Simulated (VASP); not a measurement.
Input of a VASP 6.6.1 run:

The input INCAR:

```
SYSTEM = K3SBr
  PREC = Accurate
  ENCUT = 520
  EDIFF = 1E-6
  ISMEAR = 0
  SIGMA = 0.02
  LREAL = .FALSE.
  LASPH = .TRUE.
  NELM = 100
  ALGO = Fast
  ISIF = 2
  LWAVE = .FALSE.
  LCHARG = .FALSE.
  GGA = PS
  NBANDS = 28
```

The input KPOINTS:

```
regular mesh
0
G
  6 6 6
  0 0 0
```

Contents of POSCAR:

```
K3SBr
1.0
    5.8324000000      0.0000000000      0.0000000000
    0.0000000000      5.8324000000      0.0000000000
    0.0000000000      0.0000000000      5.8324000000
Br S K
1 1 3
Direct
    0.0000000000      0.0000000000      0.0000000000
    0.5000000000      0.5000000000      0.5000000000
    0.5000000000      0.5000000000      0.0000000000
    0.5000000000      0.0000000000      0.5000000000
    0.0000000000      0.5000000000      0.5000000000
```

Potentials or basis: VASP PAW PBE potentials, release 64 (Br, S, K_sv).

Launch:

```bash
$ cat potpaw_PBE.64/Br/POTCAR potpaw_PBE.64/S/POTCAR potpaw_PBE.64/K_sv/POTCAR > POTCAR
$ mpirun -np 1 vasp_std > vasp.out
```

Task: What does it give for the band gap on the k mesh?

Result: 1.70 eV, direct.

Task: Estimate the pressure.

Result: 0.6 GPa.

Caveat: the PAW data sets were made with another functional, which shifts forces and pressure a little. A k mesh can miss the band edges.
